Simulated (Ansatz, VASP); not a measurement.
**Cross-check of InSe between VASP and Ansatz**

Wanted: the spread between two codes on one cell, functional and k mesh. The cell is taken from a series of runs on this material, whose earlier steps may have relaxed or scaled it; both programs get it as it stands.

Calculated with Ansatz 0.2.0; plane waves, with VASP 6.6.1 beside it; single point at LDA.

**1. The starting structure**

The structure is trigonal, space group R3m (No. 160). Conventional cell: a = 4.000 Å, b = 4.000 Å, c = 25.320 Å, α = 90.00°, β = 90.00°, γ = 120.00°. In has 3 Se at 2.63 Å and 1 In at 2.76 Å nearest. Nearest to In lie 3 Se at 2.63 Å and 1 In at 2.76 Å. Se has 3 In at 2.63 Å nearest. Se has 3 In at 2.63 Å nearest. Farther neighbours and most contacts between anions are not listed.

As a file:

```xyz
4
Lattice="2.0000 1.1547 8.4400 -2.0000 1.1547 8.4400 0.0000 -2.3094 8.4400" Properties=species:S:1:pos:R:3 pbc="T T T"
In    0.0000    0.0000   22.5305
In    0.0000    0.0000   25.2913
Se    0.0000    0.0000    4.3829
Se    0.0000    0.0000    9.6774
```

**2. VASP: single point, LDA**

A single point gives forces, pressure and levels at one fixed geometry, so differences don't come from the geometry; what else differs is listed under the comparison.

Lines of VASP's logs that name or quote its potential files are left out, and so is its time.

File INCAR:

```
SYSTEM = InSe
PREC = Accurate
ENCUT = 520
EDIFF = 1E-06
NELM = 100
ISMEAR = 0
SIGMA = 0.01
LREAL = .FALSE.
ALGO = Normal
GGA = CA
NBANDS = 25
LORBIT = 11
LWAVE = .FALSE.
LCHARG = .FALSE.
KPAR = 2
ISIF = 2
```

File POSCAR:

```
InSe
1.0
    2.0000000000      1.1547005384      8.4400000000
   -2.0000000000      1.1547005384      8.4400000000
    0.0000000000     -2.3094010768      8.4400000000
In Se
2 2
Direct
    0.8898298842      0.8898298842      0.8898298842
    0.9988660982      0.9988660982      0.9988660982
    0.1731016036      0.1731016036      0.1731016036
    0.3822024140      0.3822024140      0.3822024140
```

File KPOINTS:

```
Automatic mesh
0
Gamma
7 7 7
0 0 0
```

Potentials, in the order of the species: In_d_GW and Se_GW (LDA family, release 64).

On the command line:

```console
$ mpirun -np 2 vasp_std
```

Numbers of over 12 decimals in the logs are rounded to 6 here.

Log:

```text
[banner, memory and clock lines left out]
running    2 mpi-ranks, on    1 nodes
 distrk:  each k-point on    1 cores,    2 groups
 distr:  one band on    1 cores,    1 groups

 POSCAR found type information on POSCAR InSe
 POSCAR found :  2 types and       4 ions
 LDA part: xc-table for (Slater(with rela. corr.)+CA(PZ))
 , standard interpolation
 POSCAR, INCAR and KPOINTS ok, starting setup
 FFT: planning ... GRIDC
 FFT: planning ... GRID_SOFT
 FFT: planning ... GRID
 WAVECAR not read
 entering main loop
       N       E                     dE             d eps       ncg     rms          rms(c)
DAV:   1     0.373470376930E+03    0.37347E+03   -0.14723E+04  3012   0.673E+03
DAV:   2     0.523807466367E+02   -0.32109E+03   -0.31033E+03  4335   0.116E+03
DAV:   3    -0.983647567017E+01   -0.62217E+02   -0.61139E+02  4314   0.409E+02
DAV:   4    -0.167800854689E+02   -0.69436E+01   -0.68938E+01  4343   0.125E+02
DAV:   5    -0.171616382677E+02   -0.38155E+00   -0.38041E+00  4352   0.229E+01    0.715E+00
DAV:   6    -0.167152279982E+02    0.44641E+00   -0.10946E+00  4400   0.763E+01    0.376E+00
DAV:   7    -0.166834808414E+02    0.31747E-01   -0.44100E-01  4264   0.142E+01    0.191E+00
DAV:   8    -0.166768550829E+02    0.66258E-02   -0.52007E-02  4352   0.105E+01    0.565E-01
DAV:   9    -0.166766303850E+02    0.22470E-03   -0.87132E-03  4224   0.472E+00    0.187E-01
DAV:  10    -0.166763891708E+02    0.24121E-03   -0.16800E-03  4384   0.187E+00    0.546E-02
DAV:  11    -0.166764035348E+02   -0.14364E-04   -0.25983E-04  4320   0.295E-01    0.623E-02
DAV:  12    -0.166763878921E+02    0.15643E-04   -0.51290E-05  4048   0.304E-01    0.941E-03
DAV:  13    -0.166763881899E+02   -0.29782E-06   -0.44225E-06  2760   0.769E-02
   1 F= -.16676388E+02 E0= -.16676388E+02  d E =-.166504E-11
```

OUTCAR, selected parts (step 2):

```text
ion  position               nearest neighbor table
   1  0.890  0.890  0.890-   3 2.63   3 2.63   3 2.63   2 2.76
   2  0.999  0.999  0.999-   4 2.63   4 2.63   4 2.63   1 2.76
   3  0.173  0.173  0.173-   1 2.63   1 2.63   1 2.63
   4  0.382  0.382  0.382-   2 2.63   2 2.63   2 2.63

  LATTYP: Found a trigonal (rhomboedric) cell.
 ALAT       =     8.7502533297
 COS(alpha) =     0.8955162542

 Subroutine GETGRP returns: Found  6 space group operations
 (whereof  6 operations were pure point group operations)

The static configuration has the point symmetry C_3v.

 Found     44 irreducible k-points:

   k-points           NKPTS =     44   k-points in BZ     NKDIM =     44   number of bands    NBANDS=     25

   dimension x,y,z NGX =    70 NGY =   70 NGZ =   70
   dimension x,y,z NGXF=   140 NGYF=  140 NGZF=  140

   ENCUT  =  520.0 eV  38.22 Ry    6.18 a.u.  16.27 16.27 16.27*2*pi/ulx,y,z

   NELECT =      38.0000    total number of electrons

 k-points in reciprocal lattice and weights: Automatic mesh
   0.00000000  0.00000000  0.00000000       0.003
   0.14285714 -0.00000000  0.00000000       0.017
   0.28571429  0.00000000 -0.00000000       0.017
   0.42857143  0.00000000  0.00000000       0.017
   0.14285714  0.14285714  0.00000000       0.017
   0.28571429  0.14285714  0.00000000       0.035
   0.42857143  0.14285714  0.00000000       0.035
  -0.42857143  0.14285714  0.00000000       0.035
  -0.28571429  0.14285714  0.00000000       0.035
[...]
0.42857143  0.42857143  0.42857143       0.006
  -0.42857143  0.42857143  0.42857143       0.017

 average (electrostatic) potential at core
       1 -75.7831       2 -75.7862       3 -61.3115       4 -61.3153

 E-fermi :   2.8462

 k-point     1 :       0.0000    0.0000    0.0000
  band No.  band energies     occupation
    ...
     15       1.4330      2.00000
     16       1.7079      2.00000
     17       1.7079      2.00000
     18       1.7729      2.00000
     19       1.7729      2.00000
     20       4.5227      0.00000
     21       4.9305      0.00000
     22       7.2338      0.00000
     23       7.2339      0.00000
     24       8.2742      0.00000
    ...

 k-point     2 :       0.1429   -0.0000    0.0000
  band No.  band energies     occupation
    ...
     15       0.4762      2.00000
     16       1.2186      2.00000
     17       1.4547      2.00000
     18       1.5553      2.00000
     19       1.8831      2.00000
     20       4.9800      0.00000
     21       5.6547      0.00000
     22       6.5043      0.00000
     23       7.4290      0.00000
     24       7.6495      0.00000
    ...

 k-point     3 :       0.2857    0.0000   -0.0000
  band No.  band energies     occupation
    ...
     15      -0.7370      2.00000
     16       0.8924      2.00000
     17       1.0011      2.00000
     18       1.0983      2.00000
     19       1.9046      2.00000
     20       4.6339      0.00000
     21       5.0407      0.00000
     22       6.8421      0.00000
     23       7.1800      0.00000
     24       7.6478      0.00000
    ...

  Total       -0.7634481     -0.7634481     -0.8480909      0.0000000      0.0000000      0.0000000
  in kB      -10.4591652    -10.4591652    -11.6187640      0.0000000      0.0000000      0.0000000
  external PRESSURE =     -10.8456981 kB  Pullay stress =       0.0000000 kB

  energy-cutoff  :      520.00
  volume of cell :      116.95
      direct lattice vectors                 reciprocal lattice vectors
     2.000000000  1.154700538  8.440000000     0.250000000  0.144337567  0.039494471
    -2.000000000  1.154700538  8.440000000    -0.250000000  0.144337567  0.039494471
     0.000000000 -2.309401077  8.440000000     0.000000000 -0.288675135  0.039494471

 POSITION                                       TOTAL-FORCE (eV/Angst)
 -----------------------------------------------------------------------------------
      0.00000      0.00000     22.53049         0.000000      0.000000     -0.030219
      0.00000      0.00000     25.29129         0.000000      0.000000      0.019336
      0.00000      0.00000      4.38293         0.000000      0.000000      0.037239
      0.00000      0.00000      9.67737         0.000000      0.000000     -0.026356
 -----------------------------------------------------------------------------------
    total drift:                               -0.000000      0.000000     -0.000277

  FREE ENERGIE OF THE ION-ELECTRON SYSTEM (eV)
  ---------------------------------------------------
  free  energy   TOTEN  =       -16.6763881899 eV

  energy  without entropy=      -16.6763881899  energy(sigma->0) =      -16.67638819

 total charge
# of ion       s       p       d       f       tot
--------------------------------------------------
    1        0.835   0.638   9.899   0.017  11.389
    2        0.835   0.638   9.899   0.017  11.389
    3        1.470   2.294   0.024   0.000   3.787
    4        1.470   2.294   0.024   0.000   3.787
--------------------------------------------------
tot          4.609   5.863  19.846   0.034  30.353

[... 3 further parts left out ...]
```

The run ends at a pressure of -1.08 GPa, with forces up to 0.037 eV/Å.

**3. Ansatz: single point, LDA**

Ansatz runs on its default PAW (the set named soft_2) files.

The same cell, functional (in two slightly different forms), mesh and smearing now go to Ansatz, which takes its cutoff from its data sets.

File input.yaml:

```yaml
crystal:
  lattice:
    - [2.0, 1.1547005384, 8.44]
    - [-2.0, 1.1547005384, 8.44]
    - [0.0, -2.3094010768, 8.44]
  atoms:
    - { symbol: In, position: [0.8898298842, 0.8898298842, 0.8898298842] }
    - { symbol: In, position: [0.9988660982, 0.9988660982, 0.9988660982] }
    - { symbol: Se, position: [0.1731016036, 0.1731016036, 0.1731016036] }
    - { symbol: Se, position: [0.382202414, 0.382202414, 0.382202414] }
hamiltonian:
  xc: lda
  pseudopotentials: { kind: paw }
kpoints:
  mp_grid: { grid: [7, 7, 7] }
scf:
  occupations: { method: gaussian, width: 0.01 }
  n_extra_bands: 5
output:
  forces: true
  stress: true
  eigenvalues: true
  write_density: true
  write_potential: true
  elf: true
  volumetric_format: npy
```

On the command line:

```console
$ ansatz run input.yaml --threads 2 --pin off --max-ram 4608MiB --backend cpu --events-out ev --progress --plain --runs-dir out
```

Log:

```text
basis.fft_grid_basis auto: the FFT boxes are laid along the combinations [[1, -1, 0], [0, 1, 0], [0, -1, 1]] of the cell's own vectors, 4.000, 8.750 and 4.000 Å long. The dense box has 27×60×27 points. Along the cell's own vectors, as sized, it would have 60×60×60, 4.94 times as many. Of the 6 symmetry operations that the crystal satisfies within crystal.symmetry.tolerance (time reversal apart; of a slab, those that  [...]
scf.n_extra_bands = 5 over 29 filled bands (N_el = 58.0): the run solves 34 bands
Engine: ansatz 0.2.0, aarch64-unknown-linux-gnu
Pseudopotentials: kind: paw
Pseudopotential: In, paw, valence charge 13, recommended cutoff 420 eV (normal), In.paw.azcp
Pseudopotential: Se, paw, valence charge 16, recommended cutoff 420 eV (normal), Se.paw.azcp
Functional definition: SPW92
  exchange = slater_x
  correlation = pw_c
Crystal: 4 atoms, lattice volume = 116.948 Å³
Basis set: ecut = 420 eV, 2309 PW (Γ), FFT grids on a1−a2, a2, −a2+a3
Bands: 34, of which v1, the nominal top of the filled ones, is band 29 counted from 1 (28 counted from 0)
Symmetry: 6 space group operations
Space group: R3m (ITA 160), of the structure as read, at distance tolerance 4.9e-5 Å
k-points: 44 of 343 (time reversal used)
Non-local potential: In, projectors of the file, l = 0: 2, l = 1: 2, l = 2: 2, l = 3: 2
Non-local potential: Se, projectors of the file, l = 0: 2, l = 1: 2, l = 2: 3, l = 3: 1
PAW form: soft (Blöchl's): semilocal exchange-correlation on the pseudo side does not see the compensation charge
PAW frozen core: In, regenerated for the run's functional, and the local potential with it (the file was generated under x = pbe(κ = 0.804, μ = 0.219515), c = pbe(β = 0.066725))
PAW frozen core: Se, regenerated for the run's functional, and the local potential with it (the file was generated under x = pbe(κ = 0.804, μ = 0.219515), c = pbe(β = 0.066725))
PAW one-centre angular grid: In, 590 points (default); XC on 64 Gauss nodes
PAW one-centre angular grid: Se, 590 points (default); XC on 64 Gauss nodes
Initial density: superposition of atomic densities (neutral atoms: chi_scale 0, normalization atom), corrected by the library's trained network
Initial wavefunctions: pseudopotential atomic-orbital guess
Functional: x = slater, c = lda
SCF iter   1: F=—  HF=-21682.744877 eV  |F-HF|=—  |Δ(HF+E_count)|=         —  Δρ=6.82e-3  dr2=5.78e-2  ethr=1.77e-3  ⟨swp⟩=6.9  Hψ=6559  notcnv=0
preconditioner: auto → Resta (q_TF=auto, 2.427 Å⁻¹)  ε∞=3.5  [insulator: Δε(μ)=0.624 eV  Ē_g=13.398 eV  σ=0.010 eV  W_gap=1.00  n_scr=30 (ndim 8)  ℏωp=21.2 eV  f_vac=0.091  D(μ)=0.00/eV (n_scr^D=0)  ε∞_Penn≈3.5]
SCF iter   2: F=—  HF=-21682.730636 eV  |F-HF|=—  |Δ(HF+E_count)|=   1.42e-2  Δρ=2.86e-3  dr2=5.37e-3  ethr=9.97e-5  ⟨swp⟩=3.9  Hψ=2916  notcnv=0  defer=44
SCF iter   3: F=—  HF=-21682.729493 eV  |F-HF|=—  |Δ(HF+E_count)|=   1.14e-3  Δρ=9.38e-4  dr2=8.32e-4  ethr=9.25e-6  ⟨swp⟩=2.0  Hψ=2464  notcnv=0  defer=44
SCF iter   4: F=—  HF=-21682.729388 eV  |F-HF|=—  |Δ(HF+E_count)|=   1.05e-4  Δρ=2.53e-4  dr2=7.30e-5  ethr=1.43e-6  ⟨swp⟩=2.0  Hψ=1891  notcnv=0  defer=44
SCF iter   5: F=—  HF=-21682.729391 eV  |F-HF|=—  |Δ(HF+E_count)|=   3.52e-6  Δρ=5.06e-5  dr2=3.32e-6  ethr=1.26e-7  ⟨swp⟩=2.1  Hψ=1780  notcnv=0  defer=44
SCF iter   6: F=—  HF=-21682.729393 eV  |F-HF|=—  |Δ(HF+E_count)|=   1.33e-6  Δρ=1.00e-5  dr2=1.68e-7  ethr=5.73e-9  ⟨swp⟩=2.0  Hψ=1781  notcnv=0  defer=44
SCF iter   7: F=-21682.729393 eV  HF=-21682.729393 eV  |F-HF|=5.17e-9  |Δ(HF+E_count)|=   5.30e-8  Δρ=2.95e-6  dr2=1.25e-8  ethr=1.72e-10  ⟨swp⟩=12.7  Hψ=9913  notcnv=0
SCF 1 converged in 7 iterations: F = -21682.729393 eV  dr2 = 1.25e-8
  greatest PAW one-centre occupation: 1.000 electrons in one spin orbital (limit 2), on the Se atom at site 2 (counted from 0), in its partial waves of l = 2
SCF converged after 7 iterations
Free energy (F): -21682.729393 eV
Harris-Foulkes:  -21682.729393 eV  (|F-HF|=5.17e-9)
Internal energy: -21682.729393 eV  (E = F + TS)
E sigma→0 (E₀):  -21682.729393 eV
Fermi energy:    7.084808 eV
--- Per-component energies (eV) ---
  E_band       = -935.678144
  E_kinetic    = 725.527453
  E_local      = -7953.369837  (includes V_loc(G=0)·N_el)
  E_nonlocal   = -437.809829
  E_hartree    = 3654.391957
  E_xc         = -633.653053
  E_vxc        = -398.423260  (∫ρ·V_xc dr)
  E_paw        = -11685.195179  (= ΣΔE_a)
  E_vpaw       = -180.390826  (= ΣTr[D̂ρ^β])
  E_aug_tail   = -0.001176  (compensation charges beyond the density's cutoff)
  E_ewald      = -5357.623525
  E_core_change = 5.003797  (= ΣΔE_core)
  E_smearing   = -0.000000  (= −TS)
  E_closure    = 0.000000  (closes the sum)
  Σ components = -21682.729393   (vs F -21682.729393, Δ=0.00e0)
--- Forces (eV/Å), atoms counted from 1 ---
  atom   1  In     0.00000000    -0.00000000    -0.03637856
  atom   2  In     0.00000000    -0.00000000     0.02557303
  atom   3  Se     0.00000000     0.00000000     0.05075930
  atom   4  Se     0.00000000     0.00000000    -0.03994661
  max |Σ_I F_I| component: 7.16e-6 eV/Å
--- Stress (GPa, compression-positive) ---
       -1.095359       0.000000       0.000000
        0.000000      -1.095359       0.000000
        0.000000       0.000000      -1.221539
  P = ⅓ Tr σ = -1.1374 GPa (-11.374 kbar)
--- Band table (eV; the first three rows and the last of 44) ---
  k-point 0: bands = [... 25 lower, 5.6754, 5.6754, 5.7408, 5.7408, 8.4855, 8.8895, 11.2078, 11.2078, ... 1 higher]
  k-point 1: bands = [... 25 lower, 5.1870, 5.4229, 5.5239, 5.8495, 8.9362, 9.6185, 10.4702, 11.4013, ... 1 higher]
  k-point 2: bands = [... 25 lower, 4.8562, 4.9704, 5.0681, 5.8685, 8.6020, 8.9937, 10.8161, 11.1473, ... 1 higher]
  k-point 43: bands = [... 25 lower, 4.7434, 5.3395, 5.6164, 6.7650, 8.3398, 9.6747, 10.5470, 11.3138, ... 1 higher]
```

The run ends at a pressure of -1.14 GPa, with forces up to 0.051 eV/Å.

**4. Differences**

Known differences besides the PAW data sets themselves: the two LDA forms differ slightly; the data sets hold 58 valence electrons in Ansatz (default PAW (the set named soft_2) files) and 38 in VASP; the cutoff is 420 eV in Ansatz and 520 eV in VASP; Ansatz makes its cores anew for this functional, VASP keeps those of its LDA data sets. Total energies have different zeros and are not compared.

Compared:

```csv
quantity,Ansatz,VASP,difference
pressure (GPa),-1.14,-1.08,-0.05
gap on the k mesh (eV),0.639,0.646,-0.007
```

At this near-relaxed geometry the largest component of a force difference is 14 meV/Å. Ansatz's pressure holds a Pulay correction of 0.03 GPa; VASP's holds none.

**5. Summary of results**

```
difference in gap on the k mesh (single point, LDA) : -0.0065 eV
r.m.s. force difference (single point, LDA)         : 6.1 meV/Å
```

What this shows: The r.m.s. force difference is 6.1 meV/Å (single point, LDA), within the 12 meV/Å picked in this series as the mark of a large difference. How closely two codes agree says nothing of how well the functional describes the real material.

[Lines on the potential files, build, host, timing and source positions are cut from VASP's logs without a mark.]

[Logs are printed without paths, hosts, clocks, repeated set-up lines and the standing remarks that a program may print on its own settings, such as how far it seeks lower states.]

[Hosts, paths, dates, database ids (printed as entryN), source tags and the programs' standing remarks are cut or masked in the printed files.]
